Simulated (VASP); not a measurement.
# Zr3PdSe4 (P1) in VASP: relaxation of cell and atoms with PBE

Aim: the relaxation of cell and atoms of Zr3PdSe4 with PBE.

All numbers are computed with VASP 6.6.1; they aren't measurements. Logs are shortened: lines on timing, memory, paths and dates and some standing lists are left out, and cuts for length are marked.

**1. The crystal as given**

The typed cell holds 8 atoms: a = 7.176 Å, b = 7.087 Å, c = 3.674 Å, α = 89.90°, β = 89.34°, γ = 119.11°.

The cell was built by a generator and needn't be a form met in nature.

**2. Relaxation of cell and atoms, PBE**

Input file INCAR:

```
SYSTEM = Zr3PdSe4
PREC = Normal
ENCUT = 520
EDIFF = 1E-5
ISMEAR = 0
SIGMA = 0.15
LREAL = Auto
LASPH = .True.
NELM = 80
ALGO = Fast
ISIF = 3
LWAVE = .False.
LCHARG = .False.
GGA = PE
IBRION = 2
NSW = 110
EDIFFG = -0.03
ISYM = 0
KPAR = 4
```

Input file KPOINTS:

```
Automatic mesh
0
Gamma
  4 4 6
  0 0 0
```

Input file POSCAR:

```
Zr3PdSe4
1.0
    7.1757424400      0.0809839600      0.0410450300
   -3.5177370500      6.1528418900      0.0058466700
    0.0209304500      0.0155268800      3.6737610400
Zr Pd Se
3 1 4
Direct
    0.0356768200      0.5015041500      0.9922254800
    0.4793136700      0.9763280400      0.9929078000
    0.4860954500      0.5166964000      0.9802928400
    0.0046168300      0.0188199000      0.9988953700
    0.1663044800      0.8350536800      0.4935172400
    0.1502484900      0.3122369000      0.4417425900
    0.6828795000      0.3250697500      0.5251378500
    0.6549499700      0.8191625800      0.4746491700
```

Potentials or basis: VASP PAW PBE potentials, release 64 (Zr_sv, Pd, Se).

Run with:

```bash
cat potpaw_PBE.64/Zr_sv/POTCAR potpaw_PBE.64/Pd/POTCAR potpaw_PBE.64/Se/POTCAR > POTCAR
mpirun -np 4 vasp_std > vasp.out
```

OUTCAR:

```text
SYSTEM = Zr3PdSe4
   PREC = Normal
   ENCUT = 520
   EDIFF = 1E-5
   ISMEAR = 0
   LREAL = Auto
   LASPH = .True.
   NELM = 80
   ISIF = 3
   GGA = PE
   IBRION = 2
   NSW = 110
   EDIFFG = -0.03
   ISYM = 0

 ion  position               nearest neighbor table
   1  0.036  0.502  0.992-   6 2.51   6 2.76   5 2.76   5 2.79   7 2.82   7 2.93   3 3.18   4 3.32
                             2 3.32
   2  0.479  0.976  0.993-   5 2.67   5 2.71   8 2.72   7 2.76   8 2.79   7 2.94   3 3.28   1 3.32
                             4 3.56   4 3.63   3 3.81
   3  0.486  0.517  0.980-   8 2.63   8 2.63   6 2.70   7 2.91   6 2.92   7 3.13   1 3.18   2 3.28
                             4 3.54   2 3.81
   4  0.005  0.019  0.999-   6 2.45   6 2.73   8 2.79   5 2.80   5 2.81   8 2.95   1 3.32   3 3.54
                             2 3.56   2 3.63
   5  0.166  0.835  0.494-   2 2.67   2 2.71   1 2.76   1 2.79   4 2.80   4 2.81
   6  0.150  0.312  0.442-   4 2.45   1 2.51   3 2.70   4 2.73   1 2.76   3 2.92
   7  0.683  0.325  0.525-   2 2.76   1 2.82   3 2.91   1 2.93   2 2.94   3 3.13
   8  0.655  0.819  0.475-   3 2.63   3 2.63   2 2.72   2 2.79   4 2.79   4 2.95

IMPORTANT INFORMATION: All symmetrisations will be switched off!
NOSYMM: (Re-)initialisation of all symmetry stuff for point group C_1.

----------------------------------------------------------------------------------------

                                     Primitive cell

  volume of cell :     163.2394

  direct lattice vectors                    reciprocal lattice vectors
     7.175742440  0.080983960  0.041045030     0.138471347  0.079168678 -0.001123511
    -3.517737050  6.152841890  0.005846670    -0.001818669  0.161487382 -0.000672153
     0.020930450  0.015526880  3.673761040    -0.001544174 -0.001141513  0.272214233

  length of vectors
     7.176316789  7.087451690  3.673853474     0.159509422  0.161499022  0.272221006

  position of ions in fractional coordinates (direct lattice)
     0.035676820  0.501504150  0.992225480
     0.479313670  0.976328040  0.992907800
     0.486095450  0.516696400  0.980292840
     0.004616830  0.018819900  0.998895370
     0.166304480  0.835053680  0.493517240
     0.150248490  0.312236900  0.441742590
     0.682879500  0.325069750  0.525137850
     0.654949970  0.819162580  0.474649170

  ion indices of the primitive-cell ions
   primitive index   ion index
                 1           1
                 2           2
                 3           3
                 4           4
                 5           5
                 6           6
                 7           7
                 8           8

----------------------------------------------------------------------------------------

 KPOINTS: Automatic mesh

Automatic generation of k-mesh.
 Grid dimensions read from file:
 generate k-points for:    4    4    6

 Generating k-lattice:

  Cartesian coordinates                     Fractional coordinates (reciprocal lattice)
     0.034617837  0.019792169 -0.000280878     0.250000000 -0.000000000  0.000000000
    -0.000454667  0.040371846 -0.000168038    -0.000000000  0.250000000 -0.000000000
    -0.000257362 -0.000190252  0.045369039     0.000000000  0.000000000  0.166666667

  Length of vectors
     0.039877356  0.040374755  0.045370168

  Shift w.r.t. Gamma in fractional coordinates (k-lattice)
     0.000000000  0.000000000  0.000000000

 Subroutine IBZKPT returns following result:
 ===========================================

 Found     52 irreducible k-points:

 Following reciprocal coordinates:
            Coordinates               Weight
  0.000000  0.000000  0.000000      1.000000
  0.250000  0.000000  0.000000      2.000000
  0.500000  0.000000  0.000000      1.000000
 -0.000000  0.250000  0.000000      2.000000
  0.250000  0.250000  0.000000      2.000000
  0.500000  0.250000  0.000000      2.000000
[... 16 lines left out ...]
 -0.000000 -0.250000  0.166667      2.000000
  0.250000 -0.250000  0.166667      2.000000
 [... further k-points ...]
   k-points           NKPTS =     52   k-points in BZ     NKDIM =     52   number of bands    NBANDS=     42
   number of dos      NEDOS =    301   number of ions     NIONS =      8
   total plane-waves  NPLWV =  32000
   dimension x,y,z NGX =    40 NGY =   40 NGZ =   20
   dimension x,y,z NGXF=    80 NGYF=   80 NGZF=   40
   ions per type =               3   1   4
   NGX,Y,Z   is equivalent  to a cutoff of   9.27,  9.38,  9.05 a.u.
   NGXF,Y,Z  is equivalent  to a cutoff of  18.53, 18.77, 18.10 a.u.
 SYSTEM =  Zr3PdSe4
   PREC   = normal    normal or accurate (medium, high low for compatibility)
   ISTART =      0    job   : 0-new  1-cont  2-samecut
   ICHARG =      2    charge: 1-file 2-atom 10-const
   ISPIN  =      1    spin polarized calculation?
   LNONCOLLINEAR =      F non collinear calculations
   LSORBIT =      F    spin-orbit coupling
   LASPH  =      T    aspherical Exc in radial PAW
   ENCUT  =  520.0 eV  38.22 Ry    6.18 a.u.  13.34 13.18  6.83*2*pi/ulx,y,z
   NELM   =     80;   NELMIN=  2; NELMDL= -5     # of ELM steps
   EDIFF  = 0.1E-04   stopping-criterion for ELM
   LREAL  =      T    real-space projection
   EDIFFG = -.3E-01   stopping-criterion for IOM
   NSW    =    110    number of steps for IOM
   IBRION =      2    ionic relax: 0-MD 1-quasi-New 2-CG
   NFREE  =      1    steps in history (QN), initial steepest desc. (CG)
   ISIF   =      3    stress and relaxation
   ISYM   =      0    0-nonsym 1-usesym 2-fastsym
   POTIM  = 0.5000    time-step for ionic-motion
   TEBEG  =    0.0;   TEEND  =   0.0 temperature during run
   PSTRESS=    0.0 pullay stress
   NELECT =      70.0000    total number of electrons
   NUPDOWN=      -1.0000    fix difference up-down
   EMIN   =  10.00;   EMAX   =-10.00  energy-range for DOS
   EFERMI =   0.00;   METHOD = LEGACY
   ISMEAR =     0;   SIGMA  =   0.15  broadening in eV -4-tet -1-fermi 0-gaus
   EFERMI_NEDOS =   21; number of points for ismear=-14 and -15
   IALGO  =     68    algorithm
   IMIX   =      4    mixing-type and parameters
     AMIX     =   0.40;   BMIX     =  1.00
     AMIX_MAG =   1.60;   BMIX_MAG =  1.00
  volume/ion in A,a.u.               =      20.40       137.70
  Fermi-wavevector in a.u.,A,eV,Ry     =   1.234523  2.332910 20.735918  1.524047
  Thomas-Fermi vector in A             =   2.369210
   LORBIT       =      0    0 simple, 1 ext, 2 COOP (PROOUT), +10 PAW based schemes
   GGA     = PE    functional components
   LHFCALC =     F    Hartree Fock is set to
   AEXX    =    0.0000 exact exchange contribution
   IVDW    =     0    specifies the selected vdW correction
   LEPSILON=     F    determine dielectric tensor
   LRPA    =     F    only Hartree local field effects (RPA)
 conjugate gradient relaxation of ions
 non-spin polarized calculation
 RMM-DIIS sequential band-by-band and
 Gauss-broadening in eV      SIGMA  =   0.15
  energy-cutoff  :      520.00
  volume of cell :      163.24
 maximum number of plane-waves:      4416
   NGX = 27   NGY = 27   NGZ = 13

--------------------------------------- Ionic step        1  -------------------------------------------

 number of electron      70.0000013 magnetization

 Free energy of the ion-electron system (eV)
  ---------------------------------------------------
  ext. energy  EPLUGINS =         0.00000000
  ---------------------------------------------------
  free energy    TOTEN  =       -52.73973706 eV

  energy without entropy =      -52.68479254  energy(sigma->0) =      -52.71226480

------------------------ aborting loop because EDIFF is reached ----------------------------------------

  FORCE on cell =-STRESS in cart. coord.  units (eV):
  Direction    XX          YY          ZZ          XY          YZ          ZX
  --------------------------------------------------------------------------------------
  -------------------------------------------------------------------------------------
  Total        1.8076757      2.9581277      1.8492086     -1.1260974     -2.0039635      1.0317980
  in kB       17.7421439     29.0337082     18.1497849    -11.0525263    -19.6686882     10.1269870
  external PRESSURE =      21.6418790 kB  Pullay stress =       0.0000000 kB
[... 107 lines left out ...]
  FREE ENERGIE OF THE ION-ELECTRON SYSTEM (eV)
  ---------------------------------------------------
  free  energy   TOTEN  =       -53.0384457784 eV

  energy  without entropy=      -52.9796766132  energy(sigma->0) =      -53.00906120

[... ionic steps 4 to 40 ...]

--------------------------------------- Ionic step       41  -------------------------------------------

 number of electron      69.9999977 magnetization

------------------------ aborting loop because EDIFF is reached ----------------------------------------

  FORCE on cell =-STRESS in cart. coord.  units (eV):
  Direction    XX          YY          ZZ          XY          YZ          ZX
  --------------------------------------------------------------------------------------
  -------------------------------------------------------------------------------------
  Total       -0.0099880     -0.0349567      0.0000340      0.0138691     -0.0216132     -0.0128376
  in kB       -0.0968315     -0.3388965      0.0003293      0.1344576     -0.2095345     -0.1244575
  external PRESSURE =      -0.1451329 kB  Pullay stress =       0.0000000 kB
[... 69 lines left out ...]
  energy  without entropy=      -53.3221911119  energy(sigma->0) =      -53.35160664

--------------------------------------- Ionic step       43  -------------------------------------------

 number of electron      69.9999976 magnetization

 Free energy of the ion-electron system (eV)
  ---------------------------------------------------
  ext. energy  EPLUGINS =         0.00000000
  ---------------------------------------------------
  free energy    TOTEN  =       -53.38119710 eV

  energy without entropy =      -53.32234976  energy(sigma->0) =      -53.35177343

 E-fermi :   7.9690     XC(G=0): -10.8681

 val. band max:        7.9646322920   @ k =   0.5000   0.5000   0.5000
 cond. band min:       8.0019252636   @ k =  -0.0000   0.5000   0.5000
 fundamental gap:      0.0372929716
 Fermi energy:         7.9689804977

 k-point     1 :       0.0000    0.0000    0.0000
  band No.  band energies     occupation
      1     -41.6533      2.00000
      2     -41.6335      2.00000
      3     -41.6328      2.00000
      4     -19.8620      2.00000
      5     -19.8356      2.00000
      6     -19.7621      2.00000
[... 1069 lines left out ...]
     41       9.9058      0.00000
     42      10.1659      0.00000

 [... further k-points ...]

------------------------ aborting loop because EDIFF is reached ----------------------------------------

  FORCE on cell =-STRESS in cart. coord.  units (eV):
  Direction    XX          YY          ZZ          XY          YZ          ZX
  --------------------------------------------------------------------------------------
  -------------------------------------------------------------------------------------
  Total        0.0442219     -0.0087270      0.0694337      0.0215264     -0.0326447     -0.0115178
  in kB        0.4288752     -0.0846364      0.6733851      0.2087680     -0.3165963     -0.1117022
  external PRESSURE =       0.3392080 kB  Pullay stress =       0.0000000 kB
[... 23 lines left out ...]
  FREE ENERGIE OF THE ION-ELECTRON SYSTEM (eV)
  ---------------------------------------------------
  free  energy   TOTEN  =       -53.3811970952 eV

  energy  without entropy=      -53.3223497573  energy(sigma->0) =      -53.35177343

 reached required accuracy - stopping structural energy minimisation
```

Wall time 24 min (4 MPI ranks of AMD EPYC 7R13 (Zen 3), shared host); peak memory 0.32 GiB.

Results:

- Free energy: -53.3812 eV
- Relaxed volume: 20.65 Å³/atom
- Relaxed cell: a = 7.255 Å, b = 7.264 Å, c = 3.634 Å, α = 89.99°, β = 90.03°, γ = 120.41°
- Space group after relaxing (to 0.05 Å): Amm2 (No. 38)
- Energy gained by relaxing: 80.2 meV/atom
- Ionic steps: 43
- Pressure after relaxing: 0.0 GPa
- Largest force after relaxing: 0.021 eV/Å
- Band gap on the k mesh: none (metal or under the smearing width)

Forces in eV/Å, atoms in the order of the input:
```
Zr  -0.006  0.007  0.005
Zr   0.004  0.004 -0.006
Zr   0.005  0.004  0.003
Pd   0.012 -0.015  0.008
Se  -0.016 -0.010 -0.001
Se   0.008  0.005 -0.001
Se   0.010 -0.002  0.001
Se  -0.015  0.007 -0.009
```

Step by step:
```
step  energy change (eV)  largest force (eV/Å)  pressure (GPa)  volume (Å³)
   1              0.0000                2.1465            2.16       163.24
   3             -0.2987                0.8025           -3.03       169.18
   5             -0.4218                0.5432            0.58       162.80
   7             -0.4890                0.3021           -0.03       162.91
   9             -0.5136                0.2437           -0.14       162.74
  11             -0.5227                0.2460            0.32       162.15
  13             -0.5305                0.2510            0.95       161.37
  15             -0.5442                0.3031            0.10       163.02
  17             -0.5652                0.2514           -0.42       164.07
  19             -0.5790                0.2623           -0.81       165.32
  21             -0.5918                0.2630            0.08       164.33
  23             -0.5937                0.2849            0.35       164.07
  25             -0.6084                0.1768           -0.03       164.50
  27             -0.6182                0.1859           -0.37       164.99
  29             -0.6265                0.1508            0.30       164.11
  31             -0.6331                0.1949            0.01       164.85
  33             -0.6359                0.0935           -0.04       164.93
  35             -0.6388                0.0867            0.09       164.93
  37             -0.6406                0.0477            0.09       165.11
  39             -0.6408                0.0432           -0.04       165.32
  41             -0.6413                0.0314           -0.01       165.26
  43             -0.6415                0.0210            0.03       165.20
```

Final structure:
```
Zr Pd Se
1.0
     7.25514   -0.02840   -0.00277
    -3.65196    6.27953    0.00190
    -0.00046   -0.00048    3.63441
Zr Pd Se
3 1 4
Direct
  0.02513 0.49757 0.98728
  0.49883 0.96908 0.98770
  0.49736 0.49581 0.98758
  0.95255 0.04690 0.98717
  0.16960 0.82686 0.48707
  0.17723 0.33106 0.48735
  0.67279 0.32062 0.48734
  0.66660 0.81697 0.48789
```
